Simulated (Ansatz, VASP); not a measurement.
# Zr2O (Zr2O (P312)): VASP beside Ansatz

One calculation is typed for both programs; each brings its own data sets. How far apart do they land? The cell is taken from a series of runs on this material, whose earlier steps may have relaxed, scaled, displaced or heated it; both programs get it as it stands.

Method: plane waves, with VASP 6.6.1 beside it; relaxation of cell and atoms at r2SCAN, in Ansatz 0.2.0.

## Step 1: The structure

It takes space group P312 (No. 149, trigonal). The conventional cell has a = 5.650 Å, b = 5.650 Å, c = 10.433 Å, α = 90.00°, β = 90.00°, γ = 120.00°. Nearest to Zr lie 3 O at 2.29 to 2.30 Å. Zr has 3 O at 2.24 to 2.30 Å nearest. O has 6 Zr at 2.24 to 2.29 Å nearest. Nearest to O lie 6 Zr at 2.29 Å. O has 6 Zr at 2.30 Å nearest. Farther neighbours and most contacts between anions are not listed.

## Step 2: Ansatz: relaxation of cell and atoms, r2SCAN

Ansatz runs on its PAW soft_1 files.

The relaxed volume is the usual yardstick between codes: in a stiff, nearly cubic crystal its relative difference is about their pressure difference at one cell divided by the bulk modulus.

File input.yaml:

```yaml
crystal:
  lattice:
    - [5.6503131, 0.0, 0.0]
    - [-2.8251565, 4.8933147, 0.0]
    - [0.0, 0.0, 10.432508]
  atoms:
    - { symbol: Zr, position: [0.66755105, 0.99137584, 0.87112943] }
    - { symbol: Zr, position: [0.66695008, 0.00037707, 0.37414318] }
    - { symbol: Zr, position: [0.66695008, 0.66657301, 0.62585682] }
    - { symbol: Zr, position: [0.66755105, 0.67617521, 0.12887057] }
    - { symbol: Zr, position: [0.99962293, 0.66657301, 0.37414318] }
    - { symbol: Zr, position: [0.00862416, 0.67617521, 0.87112943] }
    - { symbol: Zr, position: [0.99962293, 0.33304992, 0.62585682] }
    - { symbol: Zr, position: [0.00862416, 0.33244895, 0.12887057] }
    - { symbol: Zr, position: [0.33342699, 0.00037707, 0.62585682] }
    - { symbol: Zr, position: [0.32382479, 0.99137584, 0.12887057] }
    - { symbol: Zr, position: [0.32382479, 0.33244895, 0.87112943] }
    - { symbol: Zr, position: [0.33342699, 0.33304992, 0.37414318] }
    - { symbol: O, position: [0.0, 0.0, 0.7425224] }
    - { symbol: O, position: [0.0, 0.0, 0.2574776] }
    - { symbol: O, position: [0.0, 0.0, 0.0] }
    - { symbol: O, position: [0.66666667, 0.33333333, 0.5] }
    - { symbol: O, position: [0.33333333, 0.66666667, 0.5] }
    - { symbol: O, position: [0.33333333, 0.66666667, 0.0] }
basis:
  ecutwfc: 500
  xc_grid: 2
hamiltonian:
  xc: r2scan
  pseudopotentials: { kind: paw, azcp: { folder: soft_1 } }
kpoints:
  mp_grid: { grid: [8, 8, 4] }
scf:
  occupations: { method: fermi_dirac, width: 0.05 }
  max_iter: 150
output:
  forces: true
  stress: true
relax:
  f_tol: 0.01
  max_steps: 60
  cell: {}
checkpoint:
  write: "../r2scan.run"
  compress: false
  write_wavefunctions: false
  write_every: 100000
```

Launch:

```bash
ansatz run input.yaml --threads 4 --pin off --max-ram 6594MiB --backend cpu --events-out ev --progress --plain --runs-dir out
```

Numbers of over 12 decimals in the logs are rounded to 6 here.

What it wrote:

```text
Engine: ansatz 0.2.0, x86_64-unknown-linux-gnu
Pseudopotentials: kind: paw
Pseudopotential: Zr, paw, valence charge 12, recommended cutoff 500 eV (meta_gga), soft_1/Zr.paw.azcp
Pseudopotential: O, paw, valence charge 6, recommended cutoff 500 eV (meta_gga), soft_1/O.paw.azcp
Functional definition: r2SCAN
  parameter k0 = 0.174
  parameter k1 = 0.065
  parameter a1 = 4.9479
  exchange = r2scan_x(k0 = k0, k1 = k1, a1 = a1)
  correlation = r2scan_c
Crystal: 18 atoms, lattice volume = 288.446 Å³
Basis set: ecut = 500 eV, 7329 PW (Γ), exchange–correlation on 90×90×160 points (8 copies of the dense FFT grid, shifted against one another)
Bands: 108, of which v1, the nominal top of the filled ones, is band 90 counted from 1 (89 counted from 0)
Symmetry: 6 space group operations
Space group: P312 (ITA 149), of the structure as read, at distance tolerance 6.6e-5 Å
k-points: 35 of 256 (time reversal used)
Non-local potential: Zr, projectors of the file, l = 0: 3, l = 1: 2, l = 2: 2, l = 3: 1
Non-local potential: O, projectors of the file, l = 0: 2, l = 1: 2, l = 2: 1
PAW form: soft (Blöchl's): semilocal exchange-correlation on the pseudo side does not see the compensation charge
PAW frozen core: Zr, regenerated for the run's functional (the file was generated under x = pbe(κ = 0.804, μ = 0.219515), c = pbe(β = 0.066725))
PAW frozen core: O, regenerated for the run's functional (the file was generated under x = pbe(κ = 0.804, μ = 0.219515), c = pbe(β = 0.066725))
PAW one-centre angular grid: Zr, 590 points (default); XC on 160 Gauss nodes
PAW one-centre angular grid: O, 302 points (default); XC on 160 Gauss nodes
Initial density: superposition of atomic densities (chi_scale 0.1, normalization cell, long waves kept (reshape's long-wave potential 0.09 eV rms))
Initial wavefunctions: pseudopotential atomic-orbital guess
Functional: x = r2scan, c = r2scan; τ floored in thin density (d = 2e-4 eV/Å³)
SCF iter   1: F=—  HF=-53785.727572 eV  |F-HF|=—  |Δ(HF+E_count)|=         —  Δρ=1.42e-1  dr2=8.31e1  dr2_τ=1.42e0  ethr=3.10e-3  ⟨swp⟩=6.7  Hψ=13993  notcnv=0  defer=26
preconditioner: auto → Kerker (q_TF=auto, 2.522 Å⁻¹)  [metal: Δε(μ)=0.011 eV  Ē_g=7.173 eV  σ=0.050 eV  W_gap=0.05  n_scr=68 (ndim 8)  ℏωp=20.0 eV  f_vac=0.000  D(μ)=8.68/eV (n_scr^D=66)]
SCF iter   2: F=—  HF=-53772.379267 eV  |F-HF|=—  |Δ(HF+E_count)|=    1.33e1  Δρ=4.41e-2  dr2=9.31e0  dr2_τ=1.74e0  ethr=3.10e-3  ⟨swp⟩=4.0  Hψ=8869  notcnv=0  defer=186
SCF iter   3: F=—  HF=-53772.592497 eV  |F-HF|=—  |Δ(HF+E_count)|=   2.13e-1  Δρ=2.47e-2  dr2=4.90e0  dr2_τ=5.19e-2  ethr=3.10e-3  ⟨swp⟩=2.5  Hψ=6308  notcnv=0  defer=155
SCF iter   4: F=—  HF=-53771.944384 eV  |F-HF|=—  |Δ(HF+E_count)|=   6.48e-1  Δρ=8.57e-3  dr2=2.70e-1  dr2_τ=1.92e-2  ethr=2.72e-3  ⟨swp⟩=3.0  Hψ=5962  notcnv=0  defer=155
SCF iter   5: F=—  HF=-53771.926638 eV  |F-HF|=—  |Δ(HF+E_count)|=   1.77e-2  Δρ=3.00e-3  dr2=3.46e-2  dr2_τ=2.90e-3  ethr=1.50e-4  ⟨swp⟩=2.5  Hψ=6342  notcnv=0  defer=158
SCF iter   6: F=—  HF=-53771.924854 eV  |F-HF|=—  |Δ(HF+E_count)|=   1.78e-3  Δρ=1.07e-3  dr2=2.74e-3  dr2_τ=2.68e-4  ethr=1.92e-5  ⟨swp⟩=2.0  Hψ=5225  notcnv=0  defer=158
SCF iter   7: F=—  HF=-53771.925223 eV  |F-HF|=—  |Δ(HF+E_count)|=   3.69e-4  Δρ=2.26e-4  dr2=2.16e-4  dr2_τ=1.81e-5  ethr=1.52e-6  ⟨swp⟩=2.0  Hψ=5024  notcnv=0  defer=158
SCF iter   8: F=—  HF=-53771.925220 eV  |F-HF|=—  |Δ(HF+E_count)|=   3.34e-6  Δρ=1.14e-4  dr2=3.22e-5  dr2_τ=4.00e-6  ethr=1.20e-7  ⟨swp⟩=2.0  Hψ=5086  notcnv=0  defer=158
SCF iter   9: F=—  HF=-53771.925377 eV  |F-HF|=—  |Δ(HF+E_count)|=   1.57e-4  Δρ=3.85e-5  dr2=4.63e-6  dr2_τ=4.29e-7  ethr=1.79e-8  ⟨swp⟩=2.0  Hψ=5123  notcnv=0  defer=158
SCF iter  10: F=—  HF=-53771.925377 eV  |F-HF|=—  |Δ(HF+E_count)|=   1.07e-7  Δρ=9.55e-6  dr2=4.82e-7  dr2_τ=1.23e-8  ethr=2.57e-9  ⟨swp⟩=2.0  Hψ=5469  notcnv=0  defer=158
SCF iter  11: F=-53771.925377 eV  HF=-53771.925377 eV  |F-HF|=7.14e-9  |Δ(HF+E_count)|=   1.05e-8  Δρ=3.07e-6  dr2=2.00e-8  dr2_τ=2.35e-9  ethr=5.56e-11  ⟨swp⟩=4.1  Hψ=13455  notcnv=0
SCF 1 converged in 11 iterations: F = -53771.925377 eV  dr2 = 2.00e-8
  greatest PAW one-centre occupation: 1.005 electrons in one spin orbital (limit 2), on the Zr atom at site 10 (counted from 0), in its partial waves of l = 0
relax step   1: F+E_penalty+E_count = -53771.92537735 eV  Δ(F+E_penalty+E_count) = +0.000e0 eV  max|allowed force component| = 2.338e-2 eV/Å  Δτ_max = 0.0000 Å  P = +0.007 GPa  Ω = 288.446 Å³  (11 SCF iters, dr2 threshold 1.00e-7 eV, accepted)
[...]
relax step   2: F+E_penalty+E_count = -53771.91887565 eV  Δ(F+E_penalty+E_count) = +6.502e-3 eV  max|allowed force component| = 1.006e-1 eV/Å  Δτ_max = 0.0110 Å  P = -0.243 GPa  Ω = 289.176 Å³  energy of the carried Pulay correction = -5.780e-4 eV  (7 SCF iters, dr2 threshold 1.05e-7 eV, rejected (line search))
[...]
relax step   3: F+E_penalty+E_count = -53771.92587289 eV  Δ(F+E_penalty+E_count) = -4.955e-4 eV  max|allowed force component| = 6.223e-3 eV/Å  Δτ_max = 0.0022 Å  P = +0.021 GPa  Ω = 288.478 Å³  energy of the carried Pulay correction = -2.519e-5 eV  (10 SCF iters, accepted)
[...]
relax step   4: F+E_penalty+E_count = -53771.92590028 eV  Δ(F+E_penalty+E_count) = -2.738e-5 eV  max|allowed force component| = 6.229e-3 eV/Å  Δτ_max = 0.0000 Å  P = +0.021 GPa  Ω = 288.478 Å³  stress off target by 2.64e-2 GPa  SCF on the basis re-selected at this cell (its energy is not comparable with the rows above)  (4 SCF iters)
basis re-selected at this cell: Δ(F+E_penalty+E_count) = -2.738e-5 eV, ΔP = +0.000 GPa vs the last step (what re-selecting the basis moved, of the pressure what is left beyond the Pulay correction that the steps carried, after the strain that the cell walked since its last selection, with what the two solves' SCF thresholds leave and, on support functions, any second-order correction that the steps lacked; it is no m [...]
SCF converged after 4 iterations
Free energy (F): -53771.925900 eV
Harris-Foulkes:  -53771.925900 eV  (|F-HF|=1.46e-11)
Internal energy: -53771.871703 eV  (E = F + TS)
E sigma→0 (E₀):  -53771.898801 eV
Entropy (-TS):   -0.054198 eV (-3.011 meV/atom)
Fermi energy:    15.532823 eV
--- Per-component energies (eV) ---
  E_band       = -1034.052249
  E_kinetic    = 4824.648454
  E_local      = -8752.040516  (includes V_loc(G=0)·N_el)
  E_nonlocal   = 1201.998569
  E_hartree    = 2988.157663
  E_xc         = -2219.443873
  E_vxc        = -3046.274954  (∫ρ·V_xc dr)
  E_paw        = -36763.334751  (= ΣΔE_a)
  E_vpaw       = -1419.645905  (= ΣTr[D̂ρ^β])
  E_aug_tail   = 0.001477  (compensation charges beyond the density's cutoff)
  E_vtau       = 180.945172  (kinetic-family band-sum trace: ∫τ·v_τ [+ j·A + Jᵃ·Aᵃ] dr)
  E_ewald      = -15049.690177
  E_core_change = -2.168549  (= ΣΔE_core)
  E_smearing   = -0.054198  (= −TS)
  E_closure    = 0.000000  (closes the sum)
  Σ components = -53771.925900   (vs F -53771.925900, Δ=0.00e0)
--- Forces (eV/Å), atoms counted from 1 ---
  atom   1  Zr     0.00011230     0.00261060     0.00622872
  atom   2  Zr    -0.00067937     0.00005205    -0.00189548
  atom   3  Zr    -0.00029461    -0.00061438     0.00189548
  atom   4  Zr     0.00231700    -0.00120805    -0.00622872
  atom   5  Zr     0.00029461    -0.00061438    -0.00189548
  atom   6  Zr    -0.00231700    -0.00120805     0.00622872
  atom   7  Zr    -0.00038476     0.00056233     0.00189548
  atom   8  Zr    -0.00220470    -0.00140255    -0.00622872
  atom   9  Zr     0.00067937     0.00005205     0.00189548
  atom  10  Zr    -0.00011230     0.00261060    -0.00622872
  atom  11  Zr     0.00220470    -0.00140255     0.00622872
  atom  12  Zr     0.00038476     0.00056233    -0.00189548
  atom  13  O      0.00000000    -0.00000000    -0.00319742
  atom  14  O      0.00000000    -0.00000000     0.00319742
  atom  15  O      0.00000000     0.00000000    -0.00000000
  atom  16  O     -0.00000000    -0.00000000     0.00000000
  atom  17  O      0.00000000     0.00000000    -0.00000000
  atom  18  O      0.00000000     0.00000000    -0.00000000
  max |Σ_I F_I| component: 1.11e-17 eV/Å
--- Stress (GPa, compression-positive) ---
        0.026378       0.000000      -0.000000
       -0.000000       0.026378       0.000000
       -0.000000       0.000000       0.008880
  P = ⅓ Tr σ = 0.0205 GPa (0.205 kbar)
--- Relaxed structure (3 steps of the walk, 2 accepted, 1 SCFs on fresh bases) ---
  F+E_penalty+E_count = -53771.92590028 eV   max|allowed force component| = 6.229e-3 eV/Å   (the final SCF, on the basis selected at the relaxed cell)
  cell:  # Å, volume = 288.4777 Å³
    - [5.653935, -2.8886018480659454e-8, 0]
    - [-2.826968, 4.896451, 0]
    - [1.4970956276939502e-19, 0, 10.420294]
  atoms:
    - { symbol: Zr, position: [0.667487, 0.990961, 0.871147] }
    - { symbol: Zr, position: [0.667044, 0.00040841, 0.374140] }
    - { symbol: Zr, position: [0.667044, 0.666635, 0.625860] }
    - { symbol: Zr, position: [0.667487, 0.676526, 0.128853] }
    - { symbol: Zr, position: [0.999592, 0.666635, 0.374140] }
    - { symbol: Zr, position: [0.00903939, 0.676526, 0.871147] }
    - { symbol: Zr, position: [0.999592, 0.332956, 0.625860] }
    - { symbol: Zr, position: [0.00903939, 0.332513, 0.128853] }
    - { symbol: Zr, position: [0.333365, 0.00040841, 0.625860] }
    - { symbol: Zr, position: [0.323474, 0.990961, 0.128853] }
    - { symbol: Zr, position: [0.323474, 0.332513, 0.871147] }
    - { symbol: Zr, position: [0.333365, 0.332956, 0.374140] }
    - { symbol: O, position: [-2.4231523386582007e-17, -7.252060008576455e-18, 0.742489] }
    - { symbol: O, position: [-2.423482966832653e-17, -7.252060008549811e-18, 0.257511] }
    - { symbol: O, position: [-2.423317652745427e-17, -7.252060008563134e-18, 0] }
    - { symbol: O, position: [0.666667, 0.333333, 0.5] }
    - { symbol: O, position: [0.333333, 0.666667, 0.5] }
    - { symbol: O, position: [0.333333, 0.666667, 0] }
```

[end of part 1 of 2]

[Lines on the potential files, build, host, timing and source positions are cut from VASP's logs without a mark.]

[Logs are printed without paths, hosts, clocks, repeated set-up lines and the standing remarks that a program may print on its own settings, such as how far it seeks lower states.]

[Hosts, paths, dates, database ids (printed as entryN), source tags and the programs' standing remarks are cut or masked in the printed files.]
